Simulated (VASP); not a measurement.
Output of a VASP run:

### OSZICAR
```
       N       E                     dE             d eps       ncg     rms          rms(c)
DAV:   1     0.376032891208E+03    0.37603E+03   -0.21483E+04  6380   0.178E+03
DAV:   2     0.690259707377E+01   -0.36913E+03   -0.36460E+03  6015   0.477E+02
DAV:   3    -0.281234653155E+02   -0.35026E+02   -0.34610E+02  8676   0.133E+02
DAV:   4    -0.292527410753E+02   -0.11293E+01   -0.11283E+01  7080   0.227E+01
DAV:   5    -0.292758628746E+02   -0.23122E-01   -0.23116E-01  7547   0.388E+00    0.160E+01
DAV:   6    -0.271511445699E+02    0.21247E+01   -0.25155E+01  7886   0.463E+01    0.152E+01
DAV:   7    -0.271874695026E+02   -0.36325E-01   -0.20541E+00  7085   0.162E+01    0.893E+00
DAV:   8    -0.272021703390E+02   -0.14701E-01   -0.30336E-01  8232   0.533E+00    0.433E+00
DAV:   9    -0.271970940879E+02    0.50763E-02   -0.52625E-02  7612   0.239E+00    0.398E-01
DAV:  10    -0.271996254314E+02   -0.25313E-02   -0.10178E-02  7875   0.683E-01    0.236E-01
DAV:  11    -0.271999688686E+02   -0.34344E-03   -0.48181E-04  6576   0.205E-01    0.129E-01
DAV:  12    -0.272000912997E+02   -0.12243E-03   -0.44714E-04  7471   0.112E-01    0.867E-02
DAV:  13    -0.272001433905E+02   -0.52091E-04   -0.64154E-05  6512   0.804E-02    0.410E-02
DAV:  14    -0.272001470876E+02   -0.36971E-05   -0.43807E-05  7156   0.492E-02    0.165E-02
DAV:  15    -0.272001529246E+02   -0.58369E-05   -0.17661E-06  6701   0.138E-02    0.336E-03
DAV:  16    -0.272001532718E+02   -0.34726E-06   -0.15694E-07  5843   0.325E-03    0.196E-03
DAV:  17    -0.272001532443E+02    0.27509E-07   -0.49188E-08  3767   0.186E-03
   1 F= -.27200153E+02 E0= -.27200153E+02  d E =0.000000E+00  mag=     0.0000
```

**OUTCAR**
```
------------------------ aborting loop because EDIFF is reached ----------------------------------------
  FORCE on cell =-STRESS in cart. coord.  units (eV):
  Direction    XX          YY          ZZ          XY          YZ          ZX
  --------------------------------------------------------------------------------------
  Total        0.0143351      0.0143351      0.0143351     -0.0590911     -0.0590911     -0.0590911
  in kB        0.3255852      0.3255852      0.3255852     -1.3421019     -1.3421019     -1.3421019
  external PRESSURE =       0.3255852 kB  Pullay stress =       0.0000000 kB
  volume of cell :       70.54
      direct lattice vectors                 reciprocal lattice vectors
     5.199242930  2.592997936  2.592997936     0.287892694 -0.095801089 -0.095801089
     2.592997936  5.199242930  2.592997936    -0.095801089  0.287892694 -0.095801089
     2.592997936  2.592997936  5.199242930    -0.095801089 -0.095801089  0.287892694
 POSITION                                       TOTAL-FORCE (eV/Angst)
 -----------------------------------------------------------------------------------
      0.00000      0.00000      0.00000         0.000000      0.000000      0.000000
      5.19262      5.19262      5.19262         0.000000     -0.000000     -0.000000
      2.59631      2.59631      2.59631         0.000000     -0.000000     -0.000000
      7.78893      7.78893      7.78893        -0.000000      0.000000      0.000000
 -----------------------------------------------------------------------------------
    total drift:                                0.000000     -0.000000     -0.000000
  FREE ENERGIE OF THE ION-ELECTRON SYSTEM (eV)
  ---------------------------------------------------
  free  energy   TOTEN  =       -27.2001532443 eV

  energy  without entropy=      -27.2001532443  energy(sigma->0) =      -27.20015324

 total charge

# of ion       s       p       d       tot
------------------------------------------
    1        0.205   6.155   4.941  11.301
    2        0.205   6.155   4.941  11.301
    3        1.328   2.425   0.000   3.753
    4        1.328   2.425   0.000   3.753
--------------------------------------------------
tot          3.065  17.161   9.882  30.107

 magnetization (x)

# of ion       s       p       d       tot
------------------------------------------
    1        0.019   0.017   4.191   4.227
    2       -0.019  -0.017  -4.191  -4.227
    3        0.000   0.000   0.000   0.000
    4        0.000   0.000   0.000   0.000
--------------------------------------------------
tot          0.000   0.000   0.000   0.000

 Electric field gradients after diagonalization (V/A^2)
 (convention: |V_zz| > |V_xx| > |V_yy|)
----------------------------------------------------------------------
 ion       V_xx      V_yy      V_zz     asymmetry (V_yy - V_xx)/ V_zz
----------------------------------------------------------------------
   1       0.512     0.512    -1.025       0.000
   2       0.512     0.512    -1.025       0.000
   3       1.882     1.882    -3.765       0.000
   4       1.882     1.882    -3.765       0.000
```
(Selected blocks of OUTCAR.)

POSCAR:
```
MnS
1
    5.1992429295     2.5929979358     2.5929979358
    2.5929979358     5.1992429295     2.5929979358
    2.5929979358     2.5929979358     5.1992429295
Mn S
2 2
Direct
  1.0000000000   0.0000000000   0.0000000000
  0.5000000000   0.5000000000   0.5000000000
  0.2500000000   0.2500000000   0.2500000000
  0.7500000000   0.7500000000   0.7500000000
```

**Question.** Reconstruct the remaining input files.

**Answer.** One answer among several that fit: the input of the run itself, RPBE GGA, plane waves, VASP's PBE PAW potentials (set 64).

**INCAR**
```
! general
SYSTEM  = MnS
PREC    = Accurate
ENCUT   = 520   ! plane-wave cut-off (eV)
LREAL   = F   ! projection in real space or not
LASPH   = T

! electronic loop
EDIFF   = 1E-7
NELM    = 100
ALGO    = Normal   ! blocked Davidson
LMAXMIX = 4   ! l cut-off of mixed one-centre charges

! smearing
ISMEAR  = -5   ! tetrahedra, Bloechl

! functional
GGA     = RP   ! RPBE

! spin
ISPIN   = 2   ! spin-polarised
MAGMOM  = 4.2 -4.2 0.0 0.0

! ions
ISIF    = 2

! output
LWAVE   = F
LCHARG  = T
LORBIT  = 11
NEDOS   = 601   ! DOS grid

! other
LEFG    = T
```

### KPOINTS
```
Automatic mesh
0
Gamma
8 8 8
0 0 0
```

POTCAR, in this order: Mn_pv S (PBE.64 set). Program: vasp_std.

The compound is MnS in the rock salt, AFM-II order structure. It was relaxed first.
